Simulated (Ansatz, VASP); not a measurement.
This is a calculation of GaF for VASP 6.6.1.

Contents of INCAR:

```
SYSTEM = GaF
PREC     = Accurate       ! precision mode
ENCUT    = 520            ! plane-wave cutoff, eV
EDIFF    = 1E-6           ! SCF threshold, eV
ISMEAR   = -1             ! smearing method
SIGMA    = 0.05           ! smearing width, eV
LREAL    = .False.        ! projectors in reciprocal space
LASPH    = .True.         ! aspherical terms in the spheres
NELM     = 100            ! most SCF steps
ALGO     = Normal         ! electronic algorithm
ISIF     = 2              ! what is computed and relaxed
LWAVE    = .False.        ! write WAVECAR
LCHARG   = .False.        ! write CHGCAR
METAGGA  = R2SCAN         ! meta-GGA
LMIXTAU  = .True.       
NBANDS   = 17             ! bands
```

File KPOINTS:

```
Automatic mesh
0
Gamma
  9 9 9
  0 0 0
```

Contents of POSCAR:

```
GaF
1.0
    0.0000000000      2.5769602800      2.5769602800
    2.5769602800      0.0000000000      2.5769602800
    2.5769602800      2.5769602800      0.0000000000
Ga F
1 1
Direct
    0.2500000000      0.2500000000      0.2500000000
    0.0000000000      0.0000000000      0.0000000000
```

The input KPOINTS_OPT:

```
path GXWKGLUWLK,UX
15
line-mode
reciprocal
 0.0000000000  0.0000000000  0.0000000000  G
 0.5000000000  0.0000000000  0.5000000000  X

 0.5000000000  0.0000000000  0.5000000000  X
 0.5000000000  0.2500000000  0.7500000000  W

 0.5000000000  0.2500000000  0.7500000000  W
 0.3750000000  0.3750000000  0.7500000000  K

 0.3750000000  0.3750000000  0.7500000000  K
 0.0000000000  0.0000000000  0.0000000000  G

 0.0000000000  0.0000000000  0.0000000000  G
 0.5000000000  0.5000000000  0.5000000000  L

 0.5000000000  0.5000000000  0.5000000000  L
 0.6250000000  0.2500000000  0.6250000000  U

 0.6250000000  0.2500000000  0.6250000000  U
 0.5000000000  0.2500000000  0.7500000000  W

 0.5000000000  0.2500000000  0.7500000000  W
 0.5000000000  0.5000000000  0.5000000000  L

 0.5000000000  0.5000000000  0.5000000000  L
 0.3750000000  0.3750000000  0.7500000000  K

 0.6250000000  0.2500000000  0.6250000000  U
 0.5000000000  0.0000000000  0.5000000000  X
```

Potentials or basis: VASP PAW PBE potentials, release 64 (Ga_d, F).

The run is started by

```console
$ cat potpaw_PBE.64/Ga_d/POTCAR potpaw_PBE.64/F/POTCAR > POTCAR
$ mpirun -np 1 vasp_std > vasp.out
```

Question: Set up the same calculation for Ansatz 0.2.0. Potentials there: Ansatz PAW.

Answer: As run (the cutoff follows the program's own potentials):

File input.yaml:

```yaml
crystal:
  lattice:
    - [0.0, 2.57696028, 2.57696028]
    - [2.57696028, 0.0, 2.57696028]
    - [2.57696028, 2.57696028, 0.0]
  atoms:
    - { symbol: Ga, position: [0.25, 0.25, 0.25] }
    - { symbol: F, position: [0.0, 0.0, 0.0] }
hamiltonian:
  xc: r2scan
  pseudopotentials: { kind: paw }
kpoints:
  mp_grid: { grid: [9, 9, 9] }
  band_path:
    path:
      - [[0.0, 0.0, 0.0], [0.5, 0.0, 0.5], [0.5, 0.25, 0.75], [0.375, 0.375, 0.75], [0.0, 0.0, 0.0], [0.5, 0.5, 0.5], [0.625, 0.25, 0.625], [0.5, 0.25, 0.75], [0.5, 0.5, 0.5], [0.375, 0.375, 0.75]]
      - [[0.625, 0.25, 0.625], [0.5, 0.0, 0.5]]
    npoints: 14
scf:
  occupations: { method: fermi_dirac, width: 0.05 }
  n_extra_bands: 6
output:
  forces: true
  stress: true
  eigenvalues: true
  fatbands: true
```

Potentials or basis: Ansatz PAW.

Command:

```console
$ ansatz run input.yaml --threads 2 --pin off --max-ram 5632MiB --backend cpu --events-out ev --progress --plain --runs-dir out
```

Both were run:

|  | VASP | Ansatz | Ansatz less VASP |
| --- | --- | --- | --- |
| gap on the k mesh at the Fermi level (eV) | 1.15 | 1.15 | -0.007 |
| least direct gap on the mesh (eV) | 1.15 | 1.15 | -0.007 |
| gap along the band path (eV) | 0.93 | 0.92 | -0.007 |
| pressure (GPa) | 12.4 | 12.3 | -0.07 |

Caveats: the PAW data sets were made with another functional, which shifts forces and pressure a little (VASP); the mesh misses the band edges, which the band path finds closer together (VASP); the k mesh misses the band edges, so the gap on the mesh is wider than the one along the path (Ansatz); the PAW data sets come from PBE, with cores solved anew for the run's functional, which leaves a small shift of forces and pressure (Ansatz). r2SCAN opens gaps a little over a GGA but as a rule still falls short of measured ones.
